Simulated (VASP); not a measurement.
# Quasiparticle energies of NaCl in VASP, part 5 of 5

How does the gap of NaCl change from the starting functional to GW? The cell is of the rock-salt type, one of the forms listed for this formula, which need not be the common one. The start is a cell from a database of measured crystal structures.

VASP 6.6.1, plane waves and PAW; the level of theory is named at each step.

So far, quasiparticle gap on the mesh (eV): step 4 (evGW0, evGW0 on PBE) 8.62; step 5 (evGW, evGW on PBE) 9.34; step 6 (QPGW0, QPGW0 on PBE) 8.75. Also gap on the k-mesh (eV): step 3 (empty bands, functional PBE) 5.15; step 7 (orbitals for another starting point) 5.15.

The database entry behind the starting cell differs from later determinations by our own check (an axis about 0.4 % short against later determinations), so it need not match the best structure at ambient conditions.

**8. Another starting point**

This step: HSE06; plane waves and PAW (Cl_GW, Na_sv_GW) (VASP 6.6.1).

To see how much the result owes to its start, the ground state is made again with HSE06. A small SIGMA keeps every occupation at zero or full.

File INCAR:

```
SYSTEM = NaCl
PREC = Accurate
ENCUT = 400
EDIFF = 1E-08
NELM = 100
ISMEAR = 0
SIGMA = 0.01
LREAL = .FALSE.
ALGO = Normal
LHFCALC = .TRUE.
AEXX = 0.25
GGA = PE
HFSCREEN = 0.2
LASPH = .TRUE.
NBANDS = 14
PRECFOCK = Fast
LORBIT = 11
LWAVE = .TRUE.
LCHARG = .FALSE.
KPAR = 8
```

File POSCAR:

```
NaCl
1.0
    0.0000000000      2.8100000000      2.8100000000
    2.8100000000      0.0000000000      2.8100000000
    2.8100000000      2.8100000000      0.0000000000
Cl Na
1 1
Direct
    0.5000000000      0.5000000000      0.5000000000
    0.0000000000      0.0000000000      0.0000000000
```

File KPOINTS:

```
Automatic mesh
0
Gamma
4 4 4
0 0 0
```

PAW data sets: Cl_GW and Na_sv_GW (PBE family, release 64).

The WAVECAR or CHGCAR of an earlier step is read.

The run is started by

```sh
mpirun -np 8 vasp_std
```

The program printed:

```text
[banner, memory and clock lines left out]
running    8 mpi-ranks, on    1 nodes
 distrk:  each k-point on    1 cores,    8 groups
 distr:  one band on    1 cores,    1 groups

 POSCAR found type information on POSCAR ClNa
 POSCAR found :  2 types and       2 ions
 [... a notice as in an earlier step ...]

 LDA part: xc-table for (Slater+PW92), standard interpolation
 found WAVECAR, reading the header
 POSCAR, INCAR and KPOINTS ok, starting setup
 FFT: planning ... GRIDC
 FFT: planning ... GRID_SOFT
 FFT: planning ... GRID
 reading WAVECAR
 the WAVECAR file was read successfully
 initial charge from wavefunction
 entering main loop
       N       E                     dE             d eps       ncg     rms          rms(c)
DAV:   1    -0.992925048399E+01   -0.99293E+01   -0.12904E-01   236   0.376E+00    0.277E-01
DAV:   2    -0.992956501420E+01   -0.31453E-03   -0.43575E-03   314   0.107E+00    0.162E-01
DAV:   3    -0.992926511854E+01    0.29990E-03   -0.66904E-04   302   0.466E-01    0.872E-02
DAV:   4    -0.992921515290E+01    0.49966E-04   -0.68211E-05   290   0.136E-01    0.504E-02
DAV:   5    -0.992920023944E+01    0.14913E-04   -0.89004E-06   298   0.377E-02    0.301E-02
DAV:   6    -0.992919537242E+01    0.48670E-05   -0.25842E-06   260   0.146E-02    0.182E-02
DAV:   7    -0.992919380488E+01    0.15675E-05   -0.10505E-06   286   0.857E-03    0.110E-02
DAV:   8    -0.992919340803E+01    0.39685E-06   -0.45147E-07   260   0.562E-03    0.670E-03
DAV:   9    -0.992919328668E+01    0.12135E-06   -0.20091E-07   242   0.373E-03    0.409E-03
DAV:  10    -0.992919322505E+01    0.61631E-07   -0.84919E-08   254   0.238E-03    0.252E-03
DAV:  11    -0.992919317640E+01    0.48654E-07   -0.37557E-08   266   0.157E-03    0.157E-03
DAV:  12    -0.992919314019E+01    0.36207E-07   -0.16764E-08   240   0.103E-03    0.982E-04
DAV:  13    -0.992919311526E+01    0.24926E-07   -0.70195E-09   208   0.684E-04    0.620E-04
DAV:  14    -0.992919309368E+01    0.21582E-07   -0.43055E-09   190   0.577E-04    0.394E-04
DAV:  15    -0.992919308004E+01    0.13638E-07   -0.18092E-09   166   0.405E-04    0.251E-04
DAV:  16    -0.992919307065E+01    0.93928E-08   -0.98582E-10   112   0.382E-04
   1 F= -.99291931E+01 E0= -.99291931E+01  d E =-.783597E-29
 writing wavefunctions
```

Elapsed: 14 s, on 8 MPI ranks of Intel Xeon 6975P-C (Granite Rapids), shared host; peak memory 1.9 GiB.

OUTCAR, selected parts (step 8):

```text
   k-points           NKPTS =      8   k-points in BZ     NKDIM =     64   number of bands    NBANDS=     14

   NELECT =      16.0000    total number of electrons

  exchange ACFDT corr.  =         0.00000000  see jH, gK, PRB 81, 115126

 E-fermi :  -1.8067

 k-point     1 :       0.0000    0.0000    0.0000
  band No.  band energies     occupation
    ...
      4     -24.7275      2.00000
      5     -15.7597      2.00000
      6      -1.8834      2.00000
      7      -1.8834      2.00000
      8      -1.8833      2.00000
      9       4.6912      0.00000
     10      10.7147      0.00000
     11      10.7147      0.00000
     12      10.7148      0.00000
     13      12.9805      0.00000
    ...

 POSITION                                       TOTAL-FORCE (eV/Angst)
 -----------------------------------------------------------------------------------
      2.81000      2.81000      2.81000         0.000000      0.000000     -0.000000
      0.00000      0.00000      0.00000        -0.000000     -0.000000      0.000000
 -----------------------------------------------------------------------------------
    total drift:                               -0.000001     -0.000002     -0.000002

  FREE ENERGIE OF THE ION-ELECTRON SYSTEM (eV)
  ---------------------------------------------------
  free  energy   TOTEN  =        -9.9291930707 eV

  energy  without entropy=       -9.9291930707  energy(sigma->0) =       -9.92919307

[... 7 parts as in an earlier step ...]

[... 9 further parts left out ...]
```

The k-mesh is coarse for exact exchange; levels may shift by about 0.1 eV on a finer one. The PAW data sets were made with PBE, which is usual practice but a small mismatch for other functionals.

Numbers from this step:

```yaml
free_energy_toten: -9.929 eV
fermi_energy: -1.807 eV
gap_on_the_k_mesh: 6.575 eV
least_direct_gap_on_the_k_mesh: 6.575 eV
```

**9. Empty bands, functional HSE06**

ALGO = Exact makes the empty bands from the converged ground state in one step. LOPTICS writes the k-derivatives of the orbitals (WAVEDER), which give the long-wavelength limit of the screening.

File INCAR:

```
SYSTEM = NaCl
PREC = Accurate
ENCUT = 400
ISMEAR = 0
SIGMA = 0.01
LREAL = .FALSE.
LHFCALC = .TRUE.
AEXX = 0.25
GGA = PE
HFSCREEN = 0.2
LASPH = .TRUE.
NBANDS = 288
PRECFOCK = Fast
ALGO = Exact
NELM = 1
LWAVE = .TRUE.
LCHARG = .FALSE.
LOPTICS = .TRUE.
NEDOS = 1000
CSHIFT = 0.1
```

POSCAR is that of step 8.

KPOINTS is that of step 8.

The run starts from files that an earlier step left in the folder.

The run is started by

```sh
mpirun -np 8 vasp_std
```

The program printed:

```text
[... set-up lines as in an earlier step ...]
 entering main loop
       N       E                     dE             d eps       ncg     rms          rms(c)
DIA:   1    -0.992919305505E+01   -0.99292E+01    0.00000E+00     0   0.000E+00
   1 F= -.99291931E+01 E0= -.99291931E+01  d E =-.257545E-73
 writing wavefunctions
 optical routines
 imaginary and real dielectric function
 recalculating local potential from charge density
 direction            1
 direction            2
 direction            3
```

Run time: 33 s. Hardware: 8 MPI ranks; peak memory 2 GiB.

From OUTCAR (step 9):

```text
 POSITION                                       TOTAL-FORCE (eV/Angst)
 -----------------------------------------------------------------------------------
      2.81000      2.81000      2.81000         0.000000     -0.000000      0.000000
      0.00000      0.00000      0.00000        -0.000000      0.000000      0.000000
 -----------------------------------------------------------------------------------
    total drift:                               -0.000001     -0.000001     -0.000001

  FREE ENERGIE OF THE ION-ELECTRON SYSTEM (eV)
  ---------------------------------------------------
  free  energy   TOTEN  =        -9.9291930550 eV

  energy  without entropy=       -9.9291930550  energy(sigma->0) =       -9.92919306

[... 2 parts as in an earlier step ...]

[... 1 further part left out ...]
[key lines of the parts left out:]
E-fermi :  -1.7563
```

**10. G0W0**

This step: G0W0 on HSE06; plane waves and PAW (Cl_GW, Na_sv_GW) (VASP 6.6.1).

One pass of GW corrects the levels to first order, with G and W from the starting orbitals.

File INCAR:

```
SYSTEM = NaCl
PREC = Accurate
ENCUT = 400
ISMEAR = 0
SIGMA = 0.01
LREAL = .FALSE.
LHFCALC = .TRUE.
AEXX = 0.25
GGA = PE
HFSCREEN = 0.2
LASPH = .TRUE.
NBANDS = 288
PRECFOCK = Fast
ALGO = EVGW0
NELMGW = 1
ENCUTGW = 200
NOMEGA = 64
NBANDSGW = 16
LWAVE = .FALSE.
LCHARG = .FALSE.
```

POSCAR is that of step 9.

KPOINTS is that of step 9.

The WAVECAR or CHGCAR of an earlier step is read.

The run is started by

```sh
mpirun -np 8 vasp_std
```

The program printed:

```text
[banner, memory and clock lines left out]
running    8 mpi-ranks, on    1 nodes
 distrk:  each k-point on    8 cores,    1 groups
 distr:  one band on    1 cores,    8 groups

 POSCAR found type information on POSCAR ClNa
 POSCAR found :  2 types and       2 ions
 [... a notice as in an earlier step ...]

 [... a notice as in an earlier step ...]

 LDA part: xc-table for (Slater+PW92), standard interpolation
 found WAVECAR, reading the header
 POSCAR, INCAR and KPOINTS ok, starting setup
 FFT: planning ... GRIDC
 FFT: planning ... GRID_SOFT
 FFT: planning ... GRID
 reading WAVECAR
 the WAVECAR file was read successfully
 initial charge from wavefunction
 available memory per node:     69.90 GB, setting MAXMEM to     71576

 The Fermi energy was updated, please check that it is located mid-gap
 values below the HOMO (VB) or above the LUMO (CB) will cause erroneous energies
 E-fermi :   1.4040

 calculate exact exchange contribution
 the WAVEDER file was read successfully
energies w=
    0.000    0.000    1.333    0.000    2.664    0.000    3.988    0.000
    5.305    0.000    6.611    0.000    7.905    0.000    9.184    0.000
   10.448    0.000   11.696    0.000   12.927    0.000   14.142    0.000
   15.341    0.000   16.523    0.000   17.691    0.000   18.846    0.000
   19.988    0.000   21.119    0.000   22.241    0.000   23.355    0.000
   24.465    0.000   25.571    0.000   26.676    0.000   27.782    0.000
   28.892    0.000   30.009    0.000   31.134    0.000   32.272    0.000
   33.425    0.000   34.596    0.000   35.789    0.000   37.008    0.000
   38.258    0.000   39.542    0.000   40.866    0.000   42.235    0.000
   43.657    0.000   45.137    0.000   46.684    0.000   48.307    0.000
   50.016    0.000   51.824    0.000   53.743    0.000   55.790    0.000
   57.984    0.000   60.347    0.000   62.904    0.000   65.687    0.000
   68.735    0.000   72.092    0.000   75.817    0.000   79.981    0.000
   84.672    0.000   90.005    0.000   96.129    0.000  103.240    0.000
  111.604    0.000  121.586    0.000  133.710    0.000  148.743    0.000
  167.865    0.000  192.986    0.000  227.414    0.000  277.414    0.000
 responsefunction array rank=     296
 LDA part: xc-table for (Slater+PW92), standard interpolation

 min. memory requirement per mpi rank    203.4 MB, per node   1627.3 MB

 allocating   8 responsefunctions rank=   296
 shmem allocating  64 responsefunctions rank=   296
 response function shared by NCSHMEM nodes    1
 Doing            8  frequencies on each core in blocks of           64
NQ=   1    0.0000    0.0000    0.0000,
|.........|.........|.........|.........|.........|.........|.........|.........
 performed        360000 updates of chi_q(r,r)
 total number of BLAS operations        230.94 Gflops
NQ=   2    0.2500    0.0000    0.0000,
|.........|.........|.........|.........|.........|.........|.........|.........
 performed       1052000 updates of chi_q(r,r)
 total number of BLAS operations        693.47 Gflops
NQ=   3    0.5000    0.0000    0.0000,
|.........|.........|.........|.........|.........|.........|.........|.........
 performed       1578000 updates of chi_q(r,r)
 total number of BLAS operations       1004.99 Gflops
NQ=   4    0.2500    0.2500    0.0000,
|.........|.........|.........|.........|.........|.........|.........|.........
 performed       2205000 updates of chi_q(r,r)
 total number of BLAS operations       1427.31 Gflops
NQ=   5    0.5000    0.2500    0.0000,
|.........|.........|.........|.........|.........|.........|.........|.........
 performed       3044000 updates of chi_q(r,r)
 total number of BLAS operations       1965.31 Gflops
NQ=   6   -0.2500    0.2500    0.0000,
|.........|.........|.........|.........|.........|.........|.........|.........
 performed       3791000 updates of chi_q(r,r)
 total number of BLAS operations       2444.25 Gflops
NQ=   7    0.5000    0.5000    0.0000,
|.........|.........|.........|.........|.........|.........|.........|.........
 performed       4280000 updates of chi_q(r,r)
 total number of BLAS operations       2764.55 Gflops
NQ=   8   -0.2500    0.5000    0.2500,
|.........|.........|.........|.........|.........|.........|.........|.........
 performed       4916000 updates of chi_q(r,r)
 total number of BLAS operations       3164.03 Gflops
 resolving degeneracies of screened two electron integrals

 calculate QP shifts <psi_nk| G(iteration)W_0 |psi_nk>: iteration 1
 entering main loop
```

Elapsed: 25 s, on 8 MPI ranks; peak memory 2.9 GiB.

OUTCAR, selected parts (step 10):

```text
   NELECT =      16.0000    total number of electrons

 E-fermi :   1.4040

 QP shifts <psi_nk| G(iteration)W_0 |psi_nk>: iteration 1
 for sc-GW calculations column KS-energies equals QP-energies in previous step
 and V_xc(KS)=  KS-energies - (<T + V_ion + V_H > + <T+V_H+V_ion>^1  + <V_x>^1)
 k-point   1 :       0.0000    0.0000    0.0000
  band No.  KS-energies  QP-energies   sigma(KS)   V_xc(KS)     V^pw_x(r,r')   Z            occupation Imag(sigma)
    ...
      5     -15.7597     -16.0819     -17.6307     -17.1977     -24.2324       0.7443       2.0000       1.4528
      6      -1.8833      -3.3769     -17.3621     -15.5473     -18.9267       0.8230       2.0000       0.1107
      7      -1.8833      -3.3769     -17.3621     -15.5473     -18.9267       0.8230       2.0000       0.1107
      8      -1.8833      -3.3769     -17.3621     -15.5473     -18.9267       0.8230       2.0000       0.1107
      9       4.6913       5.3765      -6.8471      -7.6337      -3.8819       0.8710       0.0000      -0.1061
     10      10.7148      11.6021      -6.5827      -7.6114      -3.3970       0.8625       0.0000      -0.1291
     11      10.7148      11.6021      -6.5827      -7.6114      -3.3970       0.8625       0.0000      -0.1291
     12      10.7148      11.6021      -6.5827      -7.6114      -3.3970       0.8625       0.0000      -0.1291
    ...

 k-point   2 :       0.2500    0.0000    0.0000
  band No.  KS-energies  QP-energies   sigma(KS)   V_xc(KS)     V^pw_x(r,r')   Z            occupation Imag(sigma)
    ...
      5     -15.5795     -15.8945     -17.8359     -17.4104     -24.4028       0.7403       2.0000       1.4009
      6      -3.0428      -4.6153     -16.1773     -14.2599     -17.8508       0.8201       2.0000       0.1275
      7      -2.0329      -3.5452     -17.2164     -15.3801     -18.7991       0.8236       2.0000       0.1126
      8      -2.0329      -3.5452     -17.2164     -15.3801     -18.7991       0.8236       2.0000       0.1126
      9       6.1840       6.9111      -7.2552      -8.0949      -4.2343       0.8659       0.0000      -0.1126
     10       9.6256      10.4130      -6.7895      -7.7073      -3.6050       0.8579       0.0000      -0.1337
     11      11.0390      11.9930      -7.0167      -8.1265      -3.7858       0.8596       0.0000      -0.1338
     12      11.0390      11.9930      -7.0167      -8.1265      -3.7858       0.8596       0.0000      -0.1338
    ...

[... 8 parts as in an earlier step ...]

[... 8 further parts left out ...]
```

This step gave:

- quasiparticle gap on the mesh: 8.753 eV
- smallest direct quasiparticle gap on the mesh: 8.753 eV
- gap of the starting orbitals on the mesh: 6.575 eV

GW takes the gap from 6.575 to 8.753 eV. That is +642 meV against the one-shot pass on PBE. The value holds for 288 bands, ENCUTGW = 200 eV and this mesh, and isn't shown to be converged in them.

**11. Summary**

This step: GW series: evGW0 on PBE, evGW on PBE, QPGW0 on PBE, G0W0 on HSE06; plane waves and PAW (VASP 6.6.1).

Derived from the runs above.

Cost is wall time times ranks on a shared host, with the step that makes the empty bands. GW runs:

| level | bands | ENCUTGW (eV) | NOMEGA | k mesh | starting gap (eV) | quasiparticle gap (eV) | direct gap (eV) | cost (core minutes) |
| --- | --- | --- | --- | --- | --- | --- | --- | --- |
| evGW0 on PBE | 288 | 200 | 64 | 4x4x4 | 5.154 | 8.623 | 8.623 | 12.08 |
| evGW on PBE | 288 | 200 | 64 | 4x4x4 | 5.154 | 9.343 | 9.343 | 11.95 |
| QPGW0 on PBE | 288 | 200 | 64 | 4x4x4 | 5.154 | 8.748 | 8.748 | 29.01 |
| G0W0 on HSE06 | 288 | 200 | 64 | 4x4x4 | 6.575 | 8.753 | 8.753 | 7.73 |

**12. What came out**

| Item | Value |
| --- | --- |
| evGW0 on PBE, 288 bands, ENCUTGW 200 eV, NOMEGA 64, mesh 4×4×4 | 5.155 → 8.623 eV |
| evGW on PBE, 288 bands, ENCUTGW 200 eV, NOMEGA 64, mesh 4×4×4 | 5.155 → 9.343 eV |
| QPGW0 on PBE, 288 bands, ENCUTGW 200 eV, NOMEGA 64, mesh 4×4×4 | 5.155 → 8.748 eV |
| G0W0 on HSE06, 288 bands, ENCUTGW 200 eV, NOMEGA 64, mesh 4×4×4 | 6.575 → 8.753 eV |

evGW0 gives a quasiparticle gap of 8.623 eV on the mesh, 3.47 eV over the PBE gap on the same mesh. On mesh and path the starting valence top lies at Γ and the conduction bottom at Γ, so the starting gap is direct. Both points lie on the GW mesh. Over the final values of the levels run here the gap spans 8.62 to 9.34 eV. In evGW0 the first pass, which is the one-shot result, gives 8.112 eV and pass 4 gives 8.623 eV; the last pass changed the gap by +11 meV, so more passes would move it further. In evGW the first pass, which is the one-shot result, gives 8.112 eV and pass 4 gives 9.343 eV; the last pass changed the gap by +62 meV, so more passes would move it further. In QPGW0 the first pass gives 8.104 eV and pass 4 gives 8.748 eV; the last pass changed the gap by +52 meV, so more passes would move it further. One-shot gaps: 8.112 eV from PBE and 8.753 eV from HSE06. The starting gaps span 1.42 eV and the one-shot gaps 0.64 eV. Bands, response cutoff and mesh weren't tested for convergence. Not tabulated here, as repeats of values shown or as unfit to read for their mesh, reference level or band range: eps2 curves (empty bands); eps1 curves and static values (empty bands); gaps (empty bands).

[Lines on the potential files, build, host, timing and source positions are cut from VASP's logs without a mark.]

[Logs are printed without paths, hosts, clocks, repeated set-up lines and the standing remarks that a program may print on its own settings, such as how far it seeks lower states.]

[Hosts, paths, dates, database ids (printed as entryN), source tags and the programs' standing remarks are cut or masked in the printed files.]

[Pressures printed for these runs are not shown converged in the cutoff: they can be off by several GPa and have the wrong sign.]

[In band tables of VASP the shares of atoms and orbitals are scaled to a sum of 1 inside the atoms' spheres.]
